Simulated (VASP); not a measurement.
The cell holds one Ta (bcc) (110) slab, with vacuum along c, ions free to move until forces fall under 0.03 eV/Å, no reconstruction beyond this cell, dipole correction on.

Input:

```
CELL_PARAMETERS angstrom
      2.86247     0.00000     0.00000
     -0.95416     2.69877     0.00000
      0.00000     0.00000    24.37289
ATOMIC_POSITIONS crystal
  Ta 0.75000 0.25000 0.36024
  Ta 0.25000 0.75000 0.45170
  Ta 0.75000 0.25000 0.54830
  Ta 0.25000 0.75000 0.63976
```

Level of theory: r2SCAN meta-GGA, VASP's PBE PAW potentials (set 64) (plane waves; VASP). Run with 400 eV cut-off, 10×10×1 Γ-centred mesh, first-order Methfessel-Paxton smearing of 0.10 eV, potentials Ta_pv.

Slab and bulk use different k-meshes, so the surface energy is good to a few per cent at best. Unless said otherwise, spin-orbit coupling is left out, though it shifts the bands of the heavy elements here.

Task: Predict its surface energy, work function, band gap (on the k-mesh).

Result: 
```json
{
  "surface_energy": "2.51 J/m²",
  "work_function": "5.00 eV",
  "band gap (on the k-mesh)": "none (metal, semimetal or under 0.01 eV)"
}
```

Measured: work function 4.74 eV (computed value off by +0.26 eV), as given by Richard Tran et al., Surface Science (2019), arXiv:1902.07811.

The cell is a thin slab with vacuum, built from Ta (bcc): (110) face.
